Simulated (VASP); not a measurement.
OSZICAR of a VASP run on Na (bcc):

**OSZICAR**
```
       N       E                     dE             d eps       ncg     rms          rms(c)
DAV:   1     0.197405605799E+02    0.19741E+02   -0.37725E+03   784   0.767E+02
DAV:   2    -0.931447761225E+00   -0.20672E+02   -0.20672E+02   826   0.139E+02
DAV:   3    -0.131073635712E+01   -0.37929E+00   -0.37929E+00   980   0.266E+01
DAV:   4    -0.131442499926E+01   -0.36886E-02   -0.36886E-02  1022   0.244E+00
DAV:   5    -0.131446710780E+01   -0.42109E-04   -0.42109E-04   966   0.204E-01    0.205E-01
DAV:   6    -0.131405845433E+01    0.40865E-03   -0.55235E-04   959   0.376E-01    0.138E-01
DAV:   7    -0.131378480375E+01    0.27365E-03   -0.11172E-03   903   0.450E-01    0.161E-02
DAV:   8    -0.131377737529E+01    0.74285E-05   -0.49068E-05   945   0.158E-01    0.219E-03
DAV:   9    -0.131377758936E+01   -0.21408E-06   -0.18527E-07   497   0.603E-03
   1 F= -.13137776E+01 E0= -.13136588E+01  d E =-.131378E+01
```

### Question
Which electronic solver shows in the log?

### Answer
It is blocked Davidson (ALGO = Normal, or the opening steps of other solvers). The INCAR had ALGO = Normal.

### Question
Can the final energy be trusted as converged?

### Answer
The run converged. It stopped with EDIFF = 1E-6, NELM = 100, NSW = 60 and EDIFFG = -0.01 after 1 ionic step (PBE GGA, plane waves, VASP's PBE PAW potentials (set 64)).

The compound is Na in the bcc structure. It was relaxed first. The start is the result of an earlier pass.
